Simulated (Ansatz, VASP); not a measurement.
**One calculation of LaAgS2, two programs**

POSCAR

```
LaAgS2
1.0
    4.2464883002      0.0000000000      0.0000000000
    0.0000000000      4.2464883002      0.0000000000
    0.0000000000      0.0000000000      5.6048983260
Ag S La
1 2 1
Direct
    0.0000000000      0.0000000000      0.0000000000
    0.0000000000      0.0000000000      0.5000000000
    0.5000000000      0.5000000000      0.0000000000
    0.5000000000      0.5000000000      0.5000000000
```

File INCAR.step1:

```
PREC = Accurate
ENCUT = 520
ISMEAR = -1
SIGMA = 0.02
LREAL = F
LASPH = T
NELM = 100
NBANDS = 25
GGA = PE
ALGO = Normal
EDIFF = 1E-4
LWAVE = T
LCHARG = F
```

File INCAR.step2:

```
PREC = Accurate
ENCUT = 520
EDIFF = 1E-6
ISMEAR = -1
SIGMA = 0.02
LREAL = F
LASPH = T
NELM = 100
ALGO = Normal
ISIF = 2
LWAVE = F
LCHARG = T
METAGGA = R2SCAN
LMIXTAU = T
LELF = T
LVHAR = T
NBANDS = 25
ISTART = 1
```

KPOINTS

```
Automatic mesh
0
Gamma
  6 6 6
```

Input for Ansatz:

```yaml
crystal:
  lattice:
    - [4.2464883002, 0.0, 0.0]
    - [0.0, 4.2464883002, 0.0]
    - [0.0, 0.0, 5.604898326]
  atoms:
    - { symbol: Ag, position: [0.0, 0.0, 0.0] }
    - { symbol: S, position: [0.0, 0.0, 0.5] }
    - { symbol: La, position: [0.5, 0.5, 0.5] }
    - { symbol: S, position: [0.5, 0.5, 0.0] }
kpoints:
  mp_grid: { grid: [6, 6, 6] }
  band_path:
    path:
      - [0.0, 0.0, 0.0]
      - [0.0, 0.5, 0.0]
      - [0.5, 0.5, 0.0]
      - [0.0, 0.0, 0.5]
      - [0.0, 0.5, 0.5]
      - [0.5, 0.5, 0.5]
      - [0.15, 0.15, 0.5]
    npoints: 1
hamiltonian:
  xc: r2scan
scf:
  occupations: { method: fermi_dirac, width: 0.02 }
  n_extra_bands: 5
output:
  forces: true
  stress: true
  eigenvalues: true
```

Change from the starting cell: biaxial_xy strain +2.8%.

Alike in both runs: task single point; functional r2SCAN; k mesh 6 × 6 × 6; occupations fermi-dirac, width 0.02 eV; no spin polarisation.

|  | VASP | Ansatz |
| --- | --- | --- |
| version | VASP 6.6.1 | Ansatz 0.2.0 |
| potentials or method | VASP PAW PBE potentials, release 64 (Ag, S, La) | plane waves, PAW |
| plane-wave cutoff (eV) | 520 | 500 |
| valence electrons in the cell | 34 | 42 |

```tsv
	VASP	Ansatz	Ansatz less VASP
pressure (GPa)	-3.2	-3.0	+0.19
largest component of the traceless stress (GPa)	0.97	1.01	+0.042
```

The two sets of potentials don't hold the same shells in valence.

Caveats: the PAW data sets were made with another functional, which shifts forces and pressure a little (VASP); spin-orbit coupling is left out, which moves the levels of the heavy elements.
